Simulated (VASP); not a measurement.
Consider the following.

```
CELL_PARAMETERS angstrom
      3.50847     0.00000     0.00000
      0.00000     3.50847     0.00000
      0.00000     0.00000     3.50847
ATOMIC_POSITIONS crystal
  Si 0.00000 0.00000 0.00000
  Ni 0.00000 0.50000 0.50000
  Ni 0.50000 0.00000 0.50000
  Ni 0.50000 0.50000 0.00000
```

These are optB88-vdW, VASP's PBE PAW potentials (set 64) (plane waves; VASP) values and carry that method's errors. Run with 520 eV cut-off, Gaussian smearing of 0.050 eV, potentials Si Ni.

Problem. Give the energies of bands 7 to 20 at the high-symmetry points, in eV from the Fermi level.

Solution. 
| band | Γ | X | M | R |
|---|---|---|---|---|
| 7 | -3.48 | -2.80 | -2.66 | -3.58 |
| 8 | -1.53 | -2.13 | -2.66 | -2.18 |
| 9 | -1.53 | -2.13 | -2.05 | -2.18 |
| 10 | -1.53 | -2.02 | -2.05 | -2.18 |
| 11 | -0.81 | -1.92 | -1.52 | -1.43 |
| 12 | -0.81 | -1.29 | -1.42 | -1.43 |
| 13 | -0.81 | -1.29 | -1.42 | -1.43 |
| 14 | -0.62 | -1.28 | -1.39 | -1.23 |
| 15 | -0.62 | -1.13 | -1.10 | -1.23 |
| 16 | -0.29 | -0.55 | -0.98 | -0.20 |
| 17 | 0.06 | 0.06 | -0.92 | -0.19 |
| 18 | 0.06 | 3.61 | 0.67 | -0.19 |
| 19 | 0.06 | 3.61 | 0.67 | -0.19 |
| 20 | 4.76 | 5.16 | 5.58 | 1.17 |

It has no gap at this level: it comes out as a metal or semimetal.

The compound is Ni3Si in the L1_2 structure. It was relaxed first. The run is not spin-polarised, so no magnetic state was tried.
